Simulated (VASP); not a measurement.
Computed with LDA (Ceperley-Alder, Perdew-Zunger), VASP's LDA PAW potentials (set 64) (plane waves; VASP).

Input for VASP

**KPOINTS**
```
Regular mesh
0
gamma
 8 8 8
0 0 0
```

File POSCAR:
```
MgSe
1
    0.0000000000     2.6915963187     2.6915963187
    2.6915963187    -0.0000000000     2.6915963187
    2.6915963187     2.6915963187    -0.0000000000
Mg Se
1 1
Direct
  0.0000000000   0.0000000000   0.0000000000
  0.5000000000   0.5000000000   0.5000000000
```

**INCAR**
```
NELM = 100
ALGO = Normal   ! blocked Davidson
LWAVE = .FALSE.
ENCUT = 400
ISIF = 3
LREAL = .FALSE.   ! projection in real space or not
PREC = Accurate
SYSTEM = MgSe
EDIFF = 1E-6   ! SCF stop (eV)
SIGMA = 0.05
IBRION = 2   ! conjugate gradients
EDIFFG = -0.01
NSW = 60   ! most ionic steps
ISMEAR = 0
LMAXMIX = 4   ! l cut-off of mixed one-centre charges
LCHARG = .FALSE.
LASPH = .TRUE.   ! aspherical one-centre terms
```

POTCAR, in this order: Mg Se (LDA.64 set). Program: vasp_std.

Q: What will the output report for the number of irreducible k-points (NKPTS), number of bands (NBANDS), largest plane-wave count, number of space-group operations, FFT grid (NGX, NGY, NGZ)?

A: 
| Item | Result |
|---|---|
| number of irreducible k-points (NKPTS) | 29 |
| number of bands (NBANDS) | 8 |
| largest plane-wave count | 725 |
| number of space-group operations | 48 |
| FFT grid (NGX, NGY, NGZ) | 28 × 28 × 28 |

The structure comes from a computed database's MgSe entry (Fm-3m); how it stands against other phases isn't given here. It was relaxed first. The start is the result of an earlier pass.
